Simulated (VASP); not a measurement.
Input:

```
CELL_PARAMETERS angstrom
      0.00000     2.83050     2.83050
      2.83050     0.00000     2.83050
      2.83050     2.83050     0.00000
ATOMIC_POSITIONS crystal
  Ag 0.00000 0.00000 0.00000
  Cl 0.50000 0.50000 0.50000
```
Cell charge +0.1.

Level of theory: PBE GGA, VASP's PBE PAW potentials (set 64) (plane waves; VASP). Numerical set-up: NELECT = 17.9, 400 eV cut-off, 7×7×7 Γ-centred mesh, Gaussian smearing of 0.050 eV, potentials Ag Cl.

The cell is charged, with a uniform compensating background.

What does the run give for the energy per atom (σ→0), pressure, band gap (on the k-mesh) with the smallest direct gap where there is one?

The band gap (on the k-mesh) is none (metal, semimetal or under 0.01 eV), the energy per atom (σ→0) comes out as -2846 meV/atom and the pressure comes out as -54.5 kbar.

Only differences to runs with the same potentials and settings are physical.

The compound is AgCl in the rock salt structure. The cell was not relaxed at this level. The run is one of a series of settings (NELECT = 17.9 against the base run), some of them coarse on purpose.
